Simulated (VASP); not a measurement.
Level of theory: SCAN meta-GGA, VASP's PBE PAW potentials (set 64) (plane waves; VASP).

Input for VASP

KPOINTS_OPT:
```
k-points along high-symmetry lines
10
Line-mode
Reciprocal
  0.000000   0.000000   0.000000 ! GAMMA
  0.500000   0.000000   0.500000 ! X

  0.500000   0.000000   0.500000 ! X
  0.625000   0.250000   0.625000 ! U

  0.375000   0.375000   0.750000 ! K
  0.000000   0.000000   0.000000 ! GAMMA

  0.000000   0.000000   0.000000 ! GAMMA
  0.500000   0.500000   0.500000 ! L

  0.500000   0.500000   0.500000 ! L
  0.500000   0.250000   0.750000 ! W

  0.500000   0.250000   0.750000 ! W
  0.500000   0.000000   0.500000 ! X
```

File POSCAR:
```
CeO2
1
    0.0000000000     2.7103090941     2.7103090941
    2.7103090941     0.0000000000     2.7103090941
    2.7103090941     2.7103090941     0.0000000000
Ce O
1 2
Direct
  0.0000000000   0.0000000000   0.0000000000
  0.2500000000   0.2500000000   0.2500000000
  0.7500000000   0.7500000000   0.7500000000
```

INCAR:
```
ALGO  =  Normal
EDIFF  =  1E-7
ENCUT  =  520
ISIF  =  2
ISMEAR  =  -5
LASPH  =  .TRUE.
LCHARG  =  .FALSE.
LMAXMIX  =  6
LMIXTAU  =  .TRUE.
LORBIT  =  11
LREAL  =  .FALSE.
LWAVE  =  .FALSE.
METAGGA  =  SCAN
NEDOS  =  601
NELM  =  100
PREC  =  Accurate
SYSTEM  =  CeO2
```

### KPOINTS
```
K-points
0
gamma
 8 8 8
```

POTCAR, in this order: Ce O (PBE.64 set). Program: vasp_std.

Output of the run:

**OUTCAR**
```
 ion  position               nearest neighbor table
   1  0.000  0.000  0.000-   3 2.35   3 2.35   3 2.35   2 2.35   3 2.35   2 2.35   2 2.35   2 2.35
  LATTYP: Found a face centered cubic cell.
 ALAT       =     5.4206181882
 Subroutine PRICEL returns:
 Original cell was already a primitive cell.
 Subroutine GETGRP returns: Found 48 space group operations
The static configuration has the point symmetry O_h .
The dynamic configuration has the point symmetry O_h .
 Subroutine INISYM returns: Found 48 space group operations
 Subroutine IBZKPT returns following result:
 Found     29 irreducible k-points:

 Following reciprocal coordinates:
            Coordinates               Weight
  0.000000  0.000000  0.000000      1.000000
  0.125000  0.000000  0.000000      8.000000
  0.250000  0.000000  0.000000      8.000000
  0.375000  0.000000  0.000000      8.000000
  0.500000  0.000000  0.000000      4.000000
  0.125000  0.125000  0.000000      6.000000
  0.250000  0.125000  0.000000     24.000000
  0.375000  0.125000  0.000000     24.000000
  0.500000  0.125000  0.000000     24.000000
 -0.375000  0.125000  0.000000     24.000000
 -0.250000  0.125000  0.000000     24.000000
 -0.125000  0.125000  0.000000     12.000000
  0.250000  0.250000  0.000000      6.000000
  0.375000  0.250000  0.000000     24.000000
  0.500000  0.250000  0.000000     24.000000
 -0.375000  0.250000  0.000000     24.000000
 -0.250000  0.250000  0.000000     12.000000
  0.375000  0.375000  0.000000      6.000000
  0.500000  0.375000  0.000000     24.000000
 -0.375000  0.375000  0.000000     12.000000
  0.500000  0.500000  0.000000      3.000000
  0.375000  0.250000  0.125000     24.000000
  0.500000  0.250000  0.125000     48.000000
 -0.375000  0.250000  0.125000     24.000000
  0.500000  0.375000  0.125000     24.000000
...
```

### OSZICAR
```
       N       E                     dE             d eps       ncg     rms          rms(c)
DAV:   1     0.194878864965E+03    0.19488E+03   -0.11871E+04   936   0.205E+03
DAV:   2    -0.447359026252E+02   -0.23961E+03   -0.22983E+03  1400   0.328E+02
DAV:   3    -0.806032331971E+02   -0.35867E+02   -0.35258E+02  1160   0.153E+02
DAV:   4    -0.823251848647E+02   -0.17220E+01   -0.17216E+01  1560   0.348E+01
DAV:   5    -0.823814311527E+02   -0.56246E-01   -0.56244E-01  1432   0.598E+00    0.314E+01
DAV:   6    -0.685502133729E+02    0.13831E+02   -0.46605E+01  1368   0.520E+01    0.112E+01
DAV:   7    -0.686834780499E+02   -0.13326E+00   -0.19684E+01  1376   0.495E+01    0.157E+01
DAV:   8    -0.688726419780E+02   -0.18916E+00   -0.11155E+01  1424   0.303E+01    0.934E+00
DAV:   9    -0.684238019183E+02    0.44884E+00   -0.10650E+01  1456   0.343E+01    0.359E+00
DAV:  10    -0.684327130539E+02   -0.89111E-02   -0.59809E-01  1368   0.857E+00    0.447E-01
DAV:  11    -0.684463525560E+02   -0.13640E-01   -0.81106E-02  1208   0.294E+00    0.215E-01
DAV:  12    -0.684371072840E+02    0.92453E-02   -0.61154E-02  1240   0.300E+00    0.102E+00
DAV:  13    -0.684610809050E+02   -0.23974E-01   -0.40210E-02  1184   0.245E+00    0.348E-01
DAV:  14    -0.684653533295E+02   -0.42724E-02   -0.46625E-03  1176   0.884E-01    0.147E-01
DAV:  15    -0.684651749580E+02    0.17837E-03   -0.46638E-04  1696   0.184E-01    0.978E-02
DAV:  16    -0.684652294480E+02   -0.54490E-04   -0.17832E-04  1376   0.129E-01    0.852E-02
DAV:  17    -0.684652042833E+02    0.25165E-04   -0.42950E-04  1448   0.234E-01    0.135E-02
DAV:  18    -0.684652074511E+02   -0.31678E-05   -0.32261E-05  1504   0.600E-02    0.783E-03
DAV:  19    -0.684652089115E+02   -0.14604E-05   -0.10334E-06  1200   0.812E-03    0.772E-03
DAV:  20    -0.684652076499E+02    0.12616E-05   -0.13250E-06  1728   0.106E-02    0.653E-03
DAV:  21    -0.684652090119E+02   -0.13620E-05   -0.11052E-06  1520   0.104E-02    0.700E-03
DAV:  22    -0.684652165377E+02   -0.75258E-05   -0.77534E-06  1608   0.267E-02    0.658E-03
DAV:  23    -0.684652108440E+02    0.56937E-05   -0.27341E-06  1720   0.155E-02    0.415E-03
DAV:  24    -0.684652106429E+02    0.20114E-06   -0.12652E-07   664   0.440E-03    0.172E-03
DAV:  25    -0.684652102023E+02    0.44057E-06   -0.17488E-07   944   0.306E-03    0.211E-03
DAV:  26    -0.684652101552E+02    0.47100E-07   -0.12205E-07   664   0.381E-03
   1 F= -.68465210E+02 E0= -.68465210E+02  d E =0.000000E+00
       N       E                     dE             ncg
       N       E                     dE             ncg
       N       E                     dE             ncg
```

File OUTCAR:
```
------------------------ aborting loop because EDIFF is reached ----------------------------------------
  FORCE on cell =-STRESS in cart. coord.  units (eV):
  Direction    XX          YY          ZZ          XY          YZ          ZX
  --------------------------------------------------------------------------------------
  Total        0.0212734      0.0212734      0.0212734      0.0000000      0.0000000      0.0000000
  in kB        0.8559731      0.8559731      0.8559731      0.0000000      0.0000000      0.0000000
  external PRESSURE =       0.8559731 kB  Pullay stress =       0.0000000 kB
  volume of cell :       39.82
      direct lattice vectors                 reciprocal lattice vectors
     0.000000000  2.710309094  2.710309094    -0.184480804  0.184480804  0.184480804
     2.710309094  0.000000000  2.710309094     0.184480804 -0.184480804  0.184480804
     2.710309094  2.710309094  0.000000000     0.184480804  0.184480804 -0.184480804
 POSITION                                       TOTAL-FORCE (eV/Angst)
 -----------------------------------------------------------------------------------
      0.00000      0.00000      0.00000        -0.000000     -0.000000      0.000000
      1.35515      1.35515      1.35515        -0.000000     -0.000000     -0.000000
      4.06546      4.06546      4.06546         0.000000      0.000000      0.000000
 -----------------------------------------------------------------------------------
    total drift:                                0.000000     -0.000000      0.000000
  FREE ENERGIE OF THE ION-ELECTRON SYSTEM (eV)
  ---------------------------------------------------
  free  energy   TOTEN  =       -68.4652101552 eV

  energy  without entropy=      -68.4652101552  energy(sigma->0) =      -68.46521016

 total charge

# of ion       s       p       d       f       tot
--------------------------------------------------
    1        2.107   5.820   0.868   0.890   9.685
    2        1.585   3.474   0.000   0.000   5.059
    3        1.585   3.474   0.000   0.000   5.059
--------------------------------------------------
tot          5.277  12.767   0.868   0.890  19.802
```
(Selected blocks of OUTCAR.)

The structure comes from a measured CeO2 entry (Fm-3m) of the Crystallography Open Database, whose conditions weren't checked. It was relaxed first. The run is not spin-polarised, so no magnetic state was tried.
